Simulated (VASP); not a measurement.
```yaml
crystal:
  lattice:
    - [-1.60581, 1.62340, 2.42895]
    - [1.60581, -1.62340, 2.42895]
    - [1.60581, 1.62340, -2.42895]
  atoms:
    - { symbol: In, position: [0.00000, 0.00000, 0.00000] }
```

These are PBE GGA, VASP's PBE PAW potentials (set 64) (plane waves; VASP 6.6.1) values and carry that method's errors. Run with 520 eV cut-off, 14×14×14 Γ-centred mesh, first-order Methfessel-Paxton smearing of 0.10 eV, potentials In_d.

Unless said otherwise, spin-orbit coupling is left out, though it shifts the bands of the heavy elements here.

Problem. What does the run give for the energy per atom (σ→0), pressure, band gap (on the k-mesh) with the smallest direct gap where there is one?

Solution. 
The band gap (on the k-mesh) is none (metal, semimetal or under 0.01 eV), the energy per atom (σ→0) comes out as -2.539 eV/atom and the pressure is 3.51 GPa.

Total energies compare only between runs with the same potentials, cut-off and functional.

The compound is In in the bct structure. The cell was not relaxed at this level. The run is one of a series of settings (ENCUT = 520 against the base run), some of them coarse on purpose.
